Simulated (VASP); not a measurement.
Data:

```yaml
crystal:
  lattice:
    - [0.00000, 1.90933, 1.90933]
    - [1.90933, 0.00000, 1.90933]
    - [1.90933, 1.90933, 0.00000]
  atoms:
    - { symbol: Ir, position: [0.00000, 0.00000, 0.00000] }
```

Computed with LDA (Ceperley-Alder, Perdew-Zunger), VASP's LDA PAW potentials (set 64) (plane waves; VASP). Settings: 520 eV cut-off, Gaussian smearing of 0.050 eV, potentials Ir.

Unless said otherwise, spin-orbit coupling is left out, though it shifts the bands of the heavy elements here.

Task: What does the run give for the band gap (along the path) with the smallest direct gap where there is one?

Result: 
```
Item                                                          Value
-------------------------  ----------------------------------------
band gap (along the path)  none (metal, semimetal or under 0.01 eV)
```

Only differences to runs with the same potentials and settings are physical.

The compound is Ir in the fcc structure. It was relaxed first.
